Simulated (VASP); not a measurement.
Here is the system:

```yaml
crystal:
  lattice:
    - [0.00000, 2.79409, 2.79409]
    - [2.79409, 0.00000, 2.79409]
    - [2.79409, 2.79409, 0.00000]
  atoms:
    - { symbol: Pb, position: [0.00000, 0.00000, 0.00000] }
    - { symbol: Se, position: [0.50000, 0.50000, 0.50000] }
```

All values below come from PBE GGA, VASP's PBE PAW potentials (set 64) (plane waves; VASP 6.6.1). Numerical set-up: 480 eV cut-off, 8×8×8 Γ-centred mesh, Gaussian smearing of 0.050 eV, potentials Pb_d Se.

Task: What does the run give for the energy per atom (σ→0), pressure?

Result: 
```yaml
energy per atom (σ→0): -3.521 eV/atom
pressure: 29.98 GPa
```

Total energies compare only between runs with the same potentials, cut-off and functional.

The compound is PbSe in the rock salt structure. It was relaxed first under an external pressure of 30 GPa.
